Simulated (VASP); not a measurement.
VASP runs on TiAl₃ (space group I4/mmm) share one base input (PBEsol GGA, plane waves, VASP's PBE PAW potentials (set 64)) and change the settings named in each case.

**KPOINTS**
```
kpoints
0
gamma
12 12 12
```

File POSCAR:
```
TiAl3
5.0533750
 -0.3775031538   0.3775031538   0.8455665768
  0.3775031538  -0.3775031538   0.8455665768
  0.3775031538   0.3775031538  -0.8455665768
Ti Al
1 3
Cartesian
  0.0000000000   0.0000000000   0.0000000000
  0.0000000000   0.0000000000   0.8455665768
 -0.0000000000   0.3775031538   0.4227832884
  0.3775031538   0.0000000000   0.4227832884
```

**INCAR**
```
SYSTEM = TiAl3
PREC = Accurate
ENCUT = 300
EDIFF = 1E-6
NELM = 100
ALGO = Normal
LREAL = .FALSE.
LASPH = .TRUE.
ISMEAR = 1
SIGMA = 0.272
GGA = PS
LMAXMIX = 4
LWAVE = .FALSE.
LCHARG = .FALSE.
ISIF = 2
```

POTCAR, in this order: Ti_sv Al (PBE.64 set). Program: vasp_std.

```csv
change,E(σ→0) (eV/atom),pressure (GPa),−TS (eV)
base run,-5.5529,0.05,0.0026
"ISMEAR = 0, SIGMA = 0.05",-5.5529,0.06,-0.0022
"ISMEAR = 0, SIGMA = 0.2",-5.5529,0.09,-0.0345
"ISMEAR = -1, SIGMA = 0.2",-5.5526,0.33,-0.2339
"ISMEAR = -1, SIGMA = 0.3",-5.5509,…,…
SIGMA = 0.05,-5.5529,0.06,0.0001
SIGMA = 0.1,-5.5528,0.06,-0.0001
"ISMEAR = -5, SIGMA removed",-5.5530,0.05,0.0000
KPOINTS 1×1×1 Γ-centred mesh,-3.7227,-1.78,-0.0947
KPOINTS 2×2×2 Γ-centred mesh,-5.4890,-0.14,-0.0272
KPOINTS 3×3×3 Γ-centred mesh,-5.5125,-0.14,-0.0022
KPOINTS 4×4×4 Γ-centred mesh,-5.5480,0.12,-0.0163
KPOINTS 5×5×5 Γ-centred mesh,-5.5523,0.04,-0.0044
```

Task: What belongs in the gaps?

Result: 
- ISMEAR = -1, SIGMA = 0.3, pressure (GPa): 0.70
- ISMEAR = -1, SIGMA = 0.3, −TS (eV): -0.5445

Energies of different potentials or functionals have different zeros.  At 300 eV the pressure can carry a Pulay error.

Left out are runs that ran out of time, are held back, or changed the cell or the kind of run, fixed moments of cells without a moment, rows past the twelfth, gaps on odd meshes, pressures of charged cells and columns that move by less than the noise.

The structure comes from a computed database's TiAl3 entry; how it stands against other phases isn't given here. The cell was not relaxed at this level, its lattice was scaled by up to 2.5 %. The electron count is odd and the run is not spin-polarised, which forces a metal.
